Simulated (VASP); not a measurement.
Here is the system:

```
Sb
1.0
   -2.97991     2.97991     1.62587
    2.97991    -2.97991     1.62587
    2.97991     2.97991    -1.62587
Sb
2
Direct
  0.75000   0.25000   0.50000
  0.00000   0.00000   0.00000
```

Method: PBEsol GGA, VASP's PBE PAW potentials (set 64) (plane waves; VASP). Numerical set-up: 400 eV cut-off, 12×12×12 Γ-centred mesh, first-order Methfessel-Paxton smearing of 0.10 eV, potentials Sb.

Energy and stress use the plane-wave basis of the starting cell.

### Question
The ions, cell shape and volume are relaxed. Which structure does the run end with?

### Answer

```
Sb
1.0
   -2.97875     2.97875     1.59060
    2.97875    -2.97875     1.59060
    2.97875     2.97875    -1.59060
Sb
2
Direct
  0.75000   0.25000   0.50000
  0.00000   0.00000   0.00000
```
Space group I4_1/amd (141), at a tolerance of 0.03 Å.

### Question
How do energy and volume change from the first to the last step?

### Answer
The energy (σ→0) changes by -5.3 meV/atom and the volume by -2.2 %, in 4 ionic steps.

The structure was generated: Sb was put into the beta-Sn type (I4_1/amd), which need not be its known phase. This run relaxes it. Symmetry was kept, so distortions that lower it aren't found.
